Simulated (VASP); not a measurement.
The input files of a VASP run:

POSCAR:
```
NaCl
1
    0.0000000000     3.0842664146     3.0842664146
    3.0842664146     0.0000000000     3.0842664146
    3.0842664146     3.0842664146     0.0000000000
Na Cl
1 1
Direct
  1.0000000000   0.0000000000   1.0000000000
  0.2500000000   0.2500000000   0.2500000000
```

**INCAR**
```
ALGO=Normal
EDIFF=1E-7
ENCUT=400
GGA=PS
ISIF=2
ISMEAR=-5
LASPH=T
LCHARG=T
LORBIT=11
LREAL=F
LWAVE=F
NEDOS=601
NELM=100
PREC=Accurate
SYSTEM=NaCl
```

### KPOINTS
```
K-points
0
gamma
8 8 8
```

POTCAR, in this order: Na_pv Cl (PBE.64 set). Program: vasp_std.

Task: Translate this PBEsol calculation to Quantum ESPRESSO's pw.x.

Result: One equivalent input (not run):
```
&CONTROL
  calculation = 'scf'
  pseudo_dir = './pseudo'
  outdir = './out'
  tprnfor = .true.
  tstress = .true.
/
&SYSTEM
  ibrav = 0
  nat = 2
  ntyp = 2
  ecutwfc = 88
  occupations = 'tetrahedra'
  input_dft = 'pbesol'
/
&ELECTRONS
  conv_thr = 7.3e-09
  electron_maxstep = 100
/
ATOMIC_SPECIES
  Na 22.990 Na.upf
  Cl 35.450 Cl.upf
CELL_PARAMETERS angstrom
     0.0000000    3.0842664    3.0842664
     3.0842664    0.0000000    3.0842664
     3.0842664    3.0842664    0.0000000
ATOMIC_POSITIONS crystal
  Na   1.0000000  0.0000000  1.0000000
  Cl   0.2500000  0.2500000  0.2500000
K_POINTS automatic
  8 8 8 0 0 0
```
Limits of the translation: the potentials are each code's own (VASP's PAW set, PseudoDojo norm-conserving files in pw.x), so ENCUT and ecutwfc are chosen apart and not converted; conv_thr bounds pw.x's estimated SCF error, while EDIFF bounds the energy change between steps.

The structure was generated: NaCl was put into the zinc blende type (F-43m), which need not be its known phase. It was relaxed first.
